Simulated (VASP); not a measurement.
Level of theory: TPSS meta-GGA, VASP's PBE PAW potentials (set 64) (plane waves; VASP).

A VASP calculation is set up with these files.

**INCAR**
```
ALGO = Normal
EDIFF = 1E-7
EDIFFG = -0.01
ENCUT = 520
IBRION = 2
ISIF = 4
ISMEAR = 0
LASPH = T
LCHARG = F
LMAXMIX = 4
LMIXTAU = T
LREAL = F
LWAVE = F
METAGGA = TPSS
NELM = 100
NSW = 30
PREC = Accurate
SIGMA = 0.05
SYSTEM = GaN
```

### KPOINTS
```
Automatic mesh
0
Gamma
8 8 4
0 0 0
```

POSCAR:
```
GaN
1
    1.5703541477    -2.7199331318     0.0000000000
    1.5703541477     2.7199331318     0.0000000000
    0.0000000000     0.0000000000     5.1111652782
Ga N
2 2
Direct
  0.6666670000   0.3333330000   0.5000491572
  0.3333330000   0.6666670000   0.0000491572
  0.6666670000   0.3333330000   0.8769508428
  0.3333330000   0.6666670000   0.3769508428
```

POTCAR, in this order: Ga_d N (PBE.64 set). Program: vasp_std.

What VASP printed:

OUTCAR:
```
 ion  position               nearest neighbor table
   1  0.667  0.333  0.500-   4 1.92   4 1.92   4 1.92   3 1.93
   2  0.333  0.667  0.000-   3 1.92   3 1.92   3 1.92   4 1.93
   3  0.667  0.333  0.877-   2 1.92   2 1.92   2 1.92   1 1.93
   4  0.333  0.667  0.377-   1 1.92   1 1.92   1 1.92   2 1.93
  LATTYP: Found a hexagonal cell.
 ALAT       =     3.1407082626
 C/A-ratio  =     1.6273925659
 Subroutine PRICEL returns:
 Original cell was already a primitive cell.
 Subroutine GETGRP returns: Found 12 space group operations
The static configuration has the point symmetry C_3v.
 The point group associated with its full space group is C_6v.
The dynamic configuration has the point symmetry C_3v.
 Subroutine INISYM returns: Found 12 space group operations
 Subroutine IBZKPT returns following result:
 Found     30 irreducible k-points:

 Following reciprocal coordinates:
            Coordinates               Weight
  0.000000  0.000000  0.000000      1.000000
  0.125000  0.000000  0.000000      6.000000
  0.250000  0.000000  0.000000      6.000000
  0.375000  0.000000  0.000000      6.000000
  0.500000  0.000000  0.000000      3.000000
  0.125000  0.125000  0.000000      6.000000
  0.250000  0.125000  0.000000     12.000000
  0.375000  0.125000  0.000000     12.000000
  0.250000  0.250000  0.000000      6.000000
  0.375000  0.250000  0.000000      6.000000
  0.000000  0.000000  0.250000      2.000000
  0.125000  0.000000  0.250000     12.000000
  0.250000  0.000000  0.250000     12.000000
  0.375000  0.000000  0.250000     12.000000
  0.500000  0.000000  0.250000      6.000000
  0.125000  0.125000  0.250000     12.000000
  0.250000  0.125000  0.250000     24.000000
  0.375000  0.125000  0.250000     24.000000
  0.250000  0.250000  0.250000     12.000000
  0.375000  0.250000  0.250000     12.000000
...
```

**OSZICAR**
```
       N       E                     dE             d eps       ncg     rms          rms(c)
DAV:   1     0.245498991354E+03    0.24550E+03   -0.18752E+04  1398   0.311E+03
DAV:   2    -0.889243003191E+01   -0.25439E+03   -0.24727E+03  1432   0.520E+02
DAV:   3    -0.386300781386E+02   -0.29738E+02   -0.29467E+02  1500   0.147E+02
DAV:   4    -0.396580089322E+02   -0.10279E+01   -0.10253E+01  1764   0.291E+01
DAV:   5    -0.396759649718E+02   -0.17956E-01   -0.17951E-01  1468   0.343E+00    0.929E+00
DAV:   6    -0.449213689233E+02   -0.52454E+01   -0.98635E+00  2298   0.462E+01    0.499E+00
DAV:   7    -0.437110053565E+02    0.12104E+01   -0.26177E+00  2282   0.255E+01    0.160E+00
DAV:   8    -0.439104335400E+02   -0.19943E+00   -0.11539E+00  1506   0.921E+00    0.127E+00
DAV:   9    -0.433827379875E+02    0.52770E+00   -0.27120E-01  1462   0.547E+00    0.487E-01
DAV:  10    -0.437786490516E+02   -0.39591E+00   -0.27938E-01  1536   0.770E+00    0.361E-01
DAV:  11    -0.439185671390E+02   -0.13992E+00   -0.30587E-02  1588   0.204E+00    0.188E-01
DAV:  12    -0.439175626400E+02    0.10045E-02   -0.20886E-03  1712   0.447E-01    0.138E-01
DAV:  13    -0.439375732419E+02   -0.20011E-01   -0.49648E-03  1620   0.928E-01    0.336E-02
DAV:  14    -0.439384923673E+02   -0.91913E-03   -0.15097E-03  1356   0.381E-01    0.201E-02
DAV:  15    -0.439385298305E+02   -0.37463E-04   -0.36705E-04  2266   0.183E-01    0.370E-02
DAV:  16    -0.439386192625E+02   -0.89432E-04   -0.27321E-04  1814   0.249E-01    0.806E-03
DAV:  17    -0.439386444472E+02   -0.25185E-04   -0.20609E-05  1582   0.393E-02    0.293E-03
DAV:  18    -0.439386446506E+02   -0.20345E-06   -0.29536E-06  1398   0.168E-02    0.356E-03
DAV:  19    -0.439386471196E+02   -0.24690E-05   -0.41967E-07  1542   0.103E-02    0.178E-03
DAV:  20    -0.439386458284E+02    0.12913E-05   -0.45926E-07  1276   0.787E-03    0.435E-04
DAV:  21    -0.439386469465E+02   -0.11181E-05   -0.13863E-07  1002   0.464E-03    0.345E-04
DAV:  22    -0.439386467650E+02    0.18149E-06   -0.14703E-08   708   0.174E-03    0.256E-04
DAV:  23    -0.439386468318E+02   -0.66798E-07   -0.62564E-09   678   0.854E-04
   1 F= -.43938647E+02 E0= -.43938647E+02  d E =-.439386E+02
       N       E                     dE             d eps       ncg     rms          rms(c)
DAV:   1    -0.439386318151E+02    0.14950E-04   -0.43246E-03  1320   0.521E-01    0.197E-02
DAV:   2    -0.439386500110E+02   -0.18196E-04   -0.20669E-04  1586   0.154E-01    0.119E-02
DAV:   3    -0.439386462150E+02    0.37959E-05   -0.13397E-05  1908   0.422E-02    0.410E-03
DAV:   4    -0.439386472035E+02   -0.98846E-06   -0.30782E-06  1952   0.200E-02    0.126E-03
DAV:   5    -0.439386465015E+02    0.70199E-06   -0.80648E-07  1362   0.104E-02    0.660E-04
DAV:   6    -0.439386474405E+02   -0.93902E-06   -0.26648E-07  1092   0.540E-03    0.370E-04
DAV:   7    -0.439386474218E+02    0.18734E-07   -0.46780E-08   708   0.246E-03
   2 F= -.43938647E+02 E0= -.43938647E+02  d E =-.590020E-06
```

File OUTCAR:
```
------------------------ aborting loop because EDIFF is reached ----------------------------------------
  FORCE on cell =-STRESS in cart. coord.  units (eV):
  Direction    XX          YY          ZZ          XY          YZ          ZX
  --------------------------------------------------------------------------------------
  Total        3.5578383      3.5578382      3.6105991      0.0000000     -0.0000000      0.0000000
  in kB      130.5542547    130.5542507    132.4903053      0.0000000     -0.0000000      0.0000000
  external PRESSURE =     131.1996036 kB  Pullay stress =       0.0000000 kB
  volume of cell :       43.66
      direct lattice vectors                 reciprocal lattice vectors
     1.570470312 -2.720134332  0.000000000     0.318375964 -0.183814451  0.000000000
     1.570470312  2.720134332  0.000000000     0.318375964  0.183814451  0.000000000
     0.000000000  0.000000000  5.110409187     0.000000000  0.000000000  0.195679047
  FREE ENERGIE OF THE ION-ELECTRON SYSTEM (eV)
  ---------------------------------------------------
  free  energy   TOTEN  =       -43.9386474218 eV

  energy  without entropy=      -43.9386474218  energy(sigma->0) =      -43.93864742

 reached required accuracy - stopping structural energy minimisation
```
(Selected blocks of OUTCAR.)

**CONTCAR**
```
GaN
   1.00000000000000
     1.5704703123107691   -2.7201343315314506    0.0000000000000000
     1.5704703123107691    2.7201343315314506    0.0000000000000000
     0.0000000000000000    0.0000000000000000    5.1104091865601005
  Ga              N
     2     2
Direct
     0.6666669999999968    0.3333330000000032    0.5001452689615277
     0.3333330000000032    0.6666669999999968    0.0001452689615276
     0.6666669999999968    0.3333330000000032    0.8768547310384748
     0.3333330000000032    0.6666669999999968    0.3768547310384748
```

The compound is GaN in the wurtzite structure. This cell is one point of a volume scan, at 0.94 of the reference volume. Symmetry was kept, so distortions that lower it aren't found.
